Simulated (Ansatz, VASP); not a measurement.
# NaSe: VASP beside Ansatz

One calculation is typed for both programs; each brings its own data sets. How far apart do they land? The cell is taken from a series of runs on this material, whose earlier steps may have relaxed, scaled, displaced or heated it; both programs get it as it stands.

Method: plane waves, with VASP 6.6.1 beside it; zone-centre phonons at PBEsol, in Ansatz 0.2.0.

### Step 1. The starting structure

It takes space group Fm-3m (No. 225, cubic). Conventional cell: a = 5.870 Å, b = 5.870 Å, c = 5.870 Å, α = 90.00°, β = 90.00°, γ = 90.00°. Nearest to Na lie 6 Se at 2.94 Å. Nearest to Se lie 6 Na at 2.94 Å. Farther neighbours and most contacts between anions are not listed.

Structure file:

```cif
data_structure
_symmetry_space_group_name_H-M 'P 1'
_symmetry_Int_Tables_number 1
_cell_length_a 4.1508
_cell_length_b 4.1508
_cell_length_c 4.1508
_cell_angle_alpha 60.000
_cell_angle_beta 60.000
_cell_angle_gamma 60.000
_cell_volume 50.57
loop_
_atom_site_label
_atom_site_type_symbol
_atom_site_fract_x
_atom_site_fract_y
_atom_site_fract_z
_atom_site_occupancy
Na1 Na 0.00000 0.00000 0.00000 1
Se2 Se 0.50000 0.50000 0.50000 1
```

### Step 2. Ansatz: zone-centre phonons, PBEsol

Ansatz runs on its PAW soft_1 files.

Second derivatives magnify differences that forces hide, and they need a tight electronic threshold.

input.yaml reads:

```yaml
crystal:
  lattice:
    - [0.0, 2.9350370986, 2.9350370986]
    - [2.9350370986, 0.0, 2.9350370986]
    - [2.9350370986, 2.9350370986, 0.0]
  atoms:
    - { symbol: Na, position: [0.0, 0.0, 0.0] }
    - { symbol: Se, position: [0.5, 0.5, 0.5], spin: 0.74 }
kpoints:
  mp_grid: { grid: [12, 12, 12] }
hamiltonian:
  xc: pbesol
  pseudopotentials: { kind: paw, azcp: { folder: soft_1 }, xc_functional: pbe }
scf:
  occupations: { method: gaussian, width: 0.15 }
output:
  eigenvalues: true
  populations: true
magnetization:
  spin_polarized: true
phonons:
  method: dfpt
```

On the command line:

```
> ansatz run input.yaml --threads 4 --pin off --max-ram 10240MiB --backend cpu --events-out ev --progress --plain --runs-dir out
```

Numbers of over 12 decimals in the logs are rounded to 6 here.

What it wrote:

```text
Engine: ansatz 0.2.0, x86_64-unknown-linux-gnu
Pseudopotentials: kind: paw
Pseudopotential: Na, paw, valence charge 9, recommended cutoff 420 eV (normal), soft_1/Na.paw.azcp
Pseudopotential: Se, paw, valence charge 16, recommended cutoff 420 eV (normal), soft_1/Se.paw.azcp
Functional definition: PBEsol
  exchange = pbesol_x
  correlation = pbesol_c
Crystal: 2 atoms, lattice volume = 50.567 Å³
Basis set: ecut = 420 eV, 965 PW (Γ), exchange–correlation on 60×60×60 points (8 copies of the dense FFT grid, shifted against one another)
Bands: 17, of which v1, the nominal top of the filled ones, is band 13 counted from 1 (12 counted from 0)
Symmetry: 48 space group operations
Space group: Fm-3m (ITA 225), of the structure as read, at distance tolerance 3.7e-5 Å
Magnetic group: BNS 225.116 (UNI 1618), of the structure as read, at distance tolerance 3.7e-5 Å
k-points: 72 of 1728
Non-local potential: Na, projectors of the file, l = 0: 3, l = 1: 2, l = 2: 1
Non-local potential: Se, projectors of the file, l = 0: 2, l = 1: 2, l = 2: 3, l = 3: 1
PAW form: soft (Blöchl's): semilocal exchange-correlation on the pseudo side does not see the compensation charge
PAW frozen core: Na, regenerated for the run's functional, and the local potential with it (the file was generated under x = pbe(κ = 0.804, μ = 0.219515), c = pbe(β = 0.066725))
PAW frozen core: Se, regenerated for the run's functional, and the local potential with it (the file was generated under x = pbe(κ = 0.804, μ = 0.219515), c = pbe(β = 0.066725))
PAW one-centre angular grid: Na, 110 points (default); XC on 64 Gauss nodes
PAW one-centre angular grid: Se, 590 points (default); XC on 64 Gauss nodes
Initial density: superposition of atomic densities (chi_scale 0.1, normalization cell, long waves kept (reshape's long-wave potential 0.00 eV rms))
Starting moments: Σ|m| = 0.74 μB on 1 of 2 sites
Initial wavefunctions: pseudopotential atomic-orbital guess
Functional: x = pbesol(κ = 0.804, μ = 0.123457), c = pbesol(β = 0.046)
SCF 1 converged in 19 iterations: F = -6900.837769 eV  dr2 = 7.03e-10
  greatest PAW one-centre occupation: 1.000 electrons in one spin orbital (limit 2), on the Se atom at site 1 (counted from 0), in its partial waves of l = 2
a single point of the input's cell can leave the moments in the input for a lower state (scf.lower_state_search): this run first made a single point of its cell. This run's own SCFs start from the density of the state that the single point found, with the moments in the input. The single point stayed on the moments in the input.
k-points: 163 of 1728 (irreducible under 8 space group operations, time reversal used)
Initial density: read from a saved state, or passed on in memory by an earlier SCF of this step, an earlier step, the calling program or the single point that the run made first
Stability of the state it starts from, as read at its close in the collinear treatment: not read negative (Ritz values of 1 − χ₀K, real part plus size of imaginary part, from 0.55 to 0.89, by its mixing steps under the symmetry group of the SCF that read it); its run was given moments
Starting moments: Σ|m| = 0.74 μB on 1 of 2 sites; this step starts from the density that it was given
iter 1 solved again at ethr=1.23e-6 eV; its pass at ethr=3.10e-3 eV (dr2=3.07e-4 eV) is discarded
SCF iter   1: F=—  HF=-6900.837769 eV  |F-HF|=—  |Δ(HF+E_count)|=         —  Δρ=8.98e-7 (↑8.98e-7 ↓8.47e-7)  dr2=6.90e-10  dr2_m=9.44e-11  M=0.914 μB ∫|m|=0.932 μB  β_m=0.30  ethr=1.23e-6  ⟨swp⟩=2.9  Hψ=39280  notcnv=0
eigensolver tolerance schedule: the retry pair's looser diagonalisation over-reported the residual by 444964.03 of it (diagonalisation noise at an unbounded share of the residual, at the tolerance the schedule requests for it); recorded, not acted on — ethr = c·dr2/N_el stays at c = 1.0e-1
preconditioner: auto → Kerker (q_TF=auto, 2.426 Å⁻¹)  [metal: Δε(μ)=0.018 eV  Ē_g=11.187 eV  σ=0.150 eV  W_gap=0.07  n_scr=14 (ndim 8)  ℏωp=13.8 eV  f_vac=0.008  D(μ)=2.07/eV (n_scr^D=14)]
spin=Collinear: Kerker preconditioning applied to the charge; magnetization (m = ρ↑ − ρ↓) channel mixes plain (no charge-response kernel on spin).
SCF iter   2: F=—  HF=-6900.837769 eV  |F-HF|=—  |Δ(HF+E_count)|=   8.57e-8  Δρ=6.27e-7 (↑4.07e-7 ↓6.27e-7)  dr2=4.57e-10  dr2_m=5.86e-11  M=0.914 μB ∫|m|=0.932 μB  β_m=0.43  ethr=2.76e-12  ⟨swp⟩=4.0  Hψ=14813  notcnv=0
SCF iter   3: F=—  HF=-6900.837769 eV  |F-HF|=—  |Δ(HF+E_count)|=  1.82e-12  Δρ=4.64e-7 (↑2.97e-7 ↓4.64e-7)  dr2=2.18e-10  dr2_m=4.00e-11  M=0.914 μB ∫|m|=0.932 μB  β_m=0.71  ethr=1.83e-12  ⟨swp⟩=2.0  Hψ=9280  notcnv=0
SCF iter   4: F=—  HF=-6900.837769 eV  |F-HF|=—  |Δ(HF+E_count)|=  9.64e-11  Δρ=2.14e-7 (↑1.47e-7 ↓2.14e-7)  dr2=3.99e-11  dr2_m=1.02e-11  M=0.914 μB ∫|m|=0.932 μB  β_m=0.81  ethr=1.00e-12  ⟨swp⟩=2.5  Hψ=7660  notcnv=0
SCF iter   5: F=-6900.837769 eV  HF=-6900.837769 eV  |F-HF|=1.82e-12  |Δ(HF+E_count)|=  2.91e-11  Δρ=4.74e-8 (↑4.74e-8 ↓4.15e-8)  dr2=2.02e-12  dr2_m=5.67e-13  M=0.914 μB ∫|m|=0.932 μB  ethr=1.00e-12  ⟨swp⟩=4.1  Hψ=23314  notcnv=0
SCF 2 converged in 5 iterations: F = -6900.837769 eV  dr2 = 2.02e-12
DFPT response loops at Γ: preconditioner auto → Kerker (q_TF=auto, 2.426 Å⁻¹) (partly filled bands, converged f_vac=0.008); β = 1.00, the filter's whole step (`scf.mixing.beta` (0.30) is not read by the response loops under this deck's `scf.mixing.preconditioner`; to damp them name `kerker` or `kerker_dos`, under which they read `scf.mixing.beta`, and type it under 1.00, their step now; both keys bind the ground state too); Broyden in place of MSR1
SCF converged after 5 iterations
Magnetization: 0.9142 μB (12.9571 up, 12.0429 down)
Absolute magnetization: 0.9188 μB (∫|ρ↑−ρ↓|, with the PAW one-centre terms)
Spin contamination: 0.0015 ħ² per cell (⟨S²⟩ above its minimum at these occupations)
Per-site moments (μB) at R_I (Å): [(0.017678, 1.210703), (0.674833, 1.210703)]
Free energy (F): -6900.837769 eV
Harris-Foulkes:  -6900.837769 eV  (|F-HF|=1.82e-12)
Internal energy: -6900.814453 eV  (E = F + TS)
E sigma→0 (E₀):  -6900.826111 eV
Entropy (-TS):   -0.023316 eV (-11.658 meV/atom)
Fermi energy:    3.433265 eV
--- Per-component energies (eV) ---
  E_band       = -637.611855
  E_kinetic    = 223.670364
  E_local      = -4199.567002  (includes V_loc(G=0)·N_el)
  E_nonlocal   = -73.537015
  E_hartree    = 1917.973087
  E_xc         = -120.180921
  E_vxc        = -136.372269  (∫ρ·V_xc dr)
  E_paw        = -2370.187931  (= ΣΔE_a)
  E_vpaw       = -287.751735  (= ΣTr[D̂ρ^β])
  E_aug_tail   = -0.000351  (compensation charges beyond the density's cutoff)
  E_ewald      = -2280.047829
  E_core_change = 1.063146  (= ΣΔE_core)
  E_smearing   = -0.023316  (= −TS)
  E_closure    = 0.000000  (closes the sum)
  Σ components = -6900.837769   (vs F -6900.837769, Δ=0.00e0)
--- Band table (eV; the first three rows and the last of 326) ---
  k-point 0 ↑: bands = [... 9 lower, -8.5048, 3.5170, 3.5170, 3.5170, 7.2507, 11.9740, 11.9740, 11.9740]
  k-point 1 ↑: bands = [... 9 lower, -8.4735, 3.2076, 3.4869, 3.4869, 7.5731, 11.7137, 12.0798, 12.0798]
  k-point 2 ↑: bands = [... 9 lower, -8.3860, 2.5299, 3.4071, 3.4071, 8.2188, 11.4008, 12.2798, 12.2798]
  k-point 162 ↓: bands = [... 9 lower, -7.1514, 2.1830, 2.1830, 2.8806, 10.5271, 11.6906, 11.6906, 12.6296]
--- Phonons (Γ-DFPT): 2 representative perturbations + reference, on 163 of 1728 k-points (Σ response iterations 6) ---
  k mesh reduced under 8 symmetry operations, with k and −k counted as one. Each operation leaves every solved perturbation unchanged. A smaller set is not used because it would not reduce the number of displacements times k-points to solve
  ASR residual: 5.219e-5 → 0.000e0 eV/Å²; symmetrization residual: 1.631e-6 eV/Å²
  ASR residual per site (eV/Å²): 5.22e-5 5.25e-6
  Γ frequencies (cm⁻¹): 0.00 0.00 0.00 171.06 171.06 171.06
  non-analytic LO–TO correction: not included (Born effective charges unavailable; polar crystals: no LO–TO splitting at Γ)
--- Löwdin populations: 2 sites ---
  site symbol       q [e]    m [muB]
     0     Na      8.3866    -0.0148
     1     Se     16.5729     0.9301
  spilling = 0.001619 (of n_electrons = 25.000000)
```

The column dr2 measures how far the density is from self-consistency, as an energy; F and HF (Harris–Foulkes) agree once it is small.

(Part 1 of 2 ends here.)

[Lines on the potential files, build, host, timing and source positions are cut from VASP's logs without a mark.]

[Logs are printed without paths, hosts, clocks, repeated set-up lines and the standing remarks that a program may print on its own settings, such as how far it seeks lower states.]

[Hosts, paths, dates, database ids (printed as entryN), source tags and the programs' standing remarks are cut or masked in the printed files.]
